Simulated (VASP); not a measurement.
Input:

```
GaSb
1.0
    0.00000     2.93225     2.93225
    2.93225     0.00000     2.93225
    2.93225     2.93225     0.00000
Ga Sb
1 1
Direct
  0.00000   0.00000   0.00000
  0.25000   0.25000   0.25000
```

All values below come from PBEsol GGA, VASP's PBE PAW potentials (set 64) (plane waves; VASP). Settings: 480 eV cut-off, 10×10×10 Γ-centred mesh, first-order Methfessel-Paxton smearing of 0.10 eV, potentials Ga_d Sb.

Task: Estimate the energy per atom (σ→0), pressure.

Result: 
```json
{
  "energy per atom (σ→0)": "-3.995 eV/atom",
  "pressure": "8.70 GPa"
}
```

The absolute energy has meaning only against runs of the same code, potentials and settings.

The compound is GaSb in the zinc blende structure. This cell was strained or had an atom moved on purpose.
